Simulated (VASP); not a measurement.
Input:

```yaml
crystal:
  lattice:
    - [4.79579, 0.00000, 0.00000]
    - [0.00000, 4.79579, 0.00000]
    - [0.00000, 0.00000, 3.23520]
  atoms:
    - { symbol: Sn, position: [0.00000, 0.00000, 0.00000] }
    - { symbol: Sn, position: [0.50000, 0.50000, 0.50000] }
    - { symbol: O, position: [0.30624, 0.30624, 0.00000] }
    - { symbol: O, position: [0.80624, 0.19376, 0.50000] }
    - { symbol: O, position: [0.19376, 0.80624, 0.50000] }
    - { symbol: O, position: [0.69376, 0.69376, 0.00000] }
```

The numbers are results of PBE GGA with D3 dispersion (Becke-Johnson damping), VASP's PBE PAW potentials (set 64) (plane waves; VASP), not measurements. Run with 520 eV cut-off, 5×5×8 Γ-centred mesh, tetrahedra with Blöchl corrections, potentials Sn_d O.

Unless said otherwise, spin-orbit coupling is left out, though it shifts the bands of the heavy elements here.

Question: Tabulate the total density of states (states/eV per cell) against energy (eV; zero at the valence-band maximum or, without a gap, the Fermi level).

Answer: 
```
E (eV) | DOS (states/eV)
    -9.96 |  0.00
    -9.60 |  0.00
    -9.24 |  0.00
    -8.88 |  0.00
    -8.52 |  0.00
    -8.16 |  0.00
    -7.80 | ## 0.56
    -7.44 | ###### 2.13
    -7.08 | ####### 2.31
    -6.72 | #### 1.58
    -6.36 | ### 1.05
    -6.00 | ## 0.87
    -5.64 | ### 1.11
    -5.28 | ## 0.66
    -4.92 | ####### 2.32
    -4.56 | ######## 2.79
    -4.20 | ######## 2.92
    -3.84 | ############# 4.60
    -3.48 | ########## 3.56
    -3.12 | ######### 3.05
    -2.64 | ######### 3.14
    -2.28 | ######### 3.16
    -1.92 | ########## 3.61
    -1.56 | ############### 5.39
    -1.20 | ######################## 8.31
    -0.84 | ############################## 10.5
    -0.48 | ####### 2.43
    -0.12 | # 0.24
     0.24 |  0.00
     0.60 |  0.00
     0.96 |  0.00
     1.32 |  0.02
     1.68 |  0.04
     2.04 |  0.11
     2.40 |  0.16
     2.76 | # 0.21
     3.12 | # 0.29
     3.48 | # 0.51
     3.84 | ## 0.66
     4.20 | ## 0.81
```
Within 2 eV below the valence-band maximum the largest weight inside VASP's projection spheres is O p.

The compound is SnO2 in the rutile structure. It was relaxed first.
